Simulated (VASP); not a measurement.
Here is the system:

```xyz
4
Lattice="3.3001 0.0000 0.0000 -1.6501 2.8580 0.0000 0.0000 0.0000 5.0123" Properties=species:S:1:pos:R:3 pbc="T T T"
Mg     0.0000     1.9053     4.9565
Mg     1.6501     0.9527     2.4504
O      0.0000     1.9053     1.9354
O      1.6501     0.9527     4.4415
```

Calculation: PBEsol GGA, VASP's PBE PAW potentials (set 64) (plane waves; VASP). Settings: 520 eV cut-off, Gaussian smearing of 0.050 eV, potentials Mg O.

Give the energies of bands 3 to 10 at the high-symmetry points, in eV from the valence-band maximum.

| band | Γ | M | K | A | L | H |
|---|---|---|---|---|---|---|
| 3 | -3.31 | -3.13 | -2.78 | -2.04 | -3.16 | -2.63 |
| 4 | -0.74 | -2.21 | -1.95 | -2.04 | -3.16 | -2.63 |
| 5 | -0.74 | -1.75 | -1.95 | -0.57 | -0.91 | -2.12 |
| 6 | -0.41 | -1.27 | -1.30 | -0.57 | -0.91 | -2.12 |
| 7 | -0.41 | -0.82 | -1.20 | -0.57 | -0.71 | -0.38 |
| 8 | 0.00 | -0.49 | -1.20 | -0.57 | -0.71 | -0.38 |
| 9 | 3.37 | 7.66 | 8.17 | 5.88 | 7.24 | 8.34 |
| 10 | 8.41 | 7.93 | 8.18 | 5.88 | 7.24 | 8.34 |

The gap is direct, 3.37 eV, from the valence maximum at Γ to the conduction minimum at Γ.

The structure was generated: MgO was put into the wurtzite type (P6_3mc), which need not be its known phase. It was relaxed first, which changed the volume by -13 %.
